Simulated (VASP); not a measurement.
Computed with revPBE GGA, VASP's PBE PAW potentials (set 64) (plane waves; VASP).

VASP ran on this input.

**INCAR**
```
SYSTEM  =  MoSi2
PREC  =  Accurate
GGA  =  RE   ! revPBE
NSW  =  60   ! most ionic steps
ENCUT  =  520
SIGMA  =  0.1
LMAXMIX  =  4
LCHARG  =  .FALSE.
LASPH  =  .TRUE.   ! aspherical one-centre terms
IBRION  =  2   ! conjugate gradients
EDIFFG  =  -0.02
ISIF  =  3
ALGO  =  Normal   ! blocked Davidson
ISMEAR  =  1
EDIFF  =  1E-6
NELM  =  100
LREAL  =  .FALSE.   ! projection in real space or not
LWAVE  =  .FALSE.
```

File POSCAR:
```
MoSi2
1.0
 -1.6133930258   1.6133930258   3.9473611040
  1.6133930258  -1.6133930258   3.9473611040
  1.6133930258   1.6133930258  -3.9473611040
Si Mo
2 1
Cartesian
  0.0000000000  -0.0000000000   5.2497526759
  0.0000000000  -0.0000000000   2.6449695321
  0.0000000000   0.0000000000   0.0000000000
```

**KPOINTS**
```
K-points
0
G
 12 12 12
0 0 0
```

POTCAR, in this order: Si Mo_sv (PBE.64 set). Program: vasp_std.

Problem. What will the output report for the number of irreducible k-points (NKPTS), largest plane-wave count, number of space-group operations, FFT grid (NGX, NGY, NGZ)?

Solution. 
```yaml
number of irreducible k-points (NKPTS): 163
largest_plane_wave_count: 1134
number_of_space_group_operations: 16
FFT grid (NGX, NGY, NGZ): 36 × 36 × 36
```

The compound is MoSi2 in the MoSi2 type structure. It was relaxed first. The start is the result of an earlier pass.
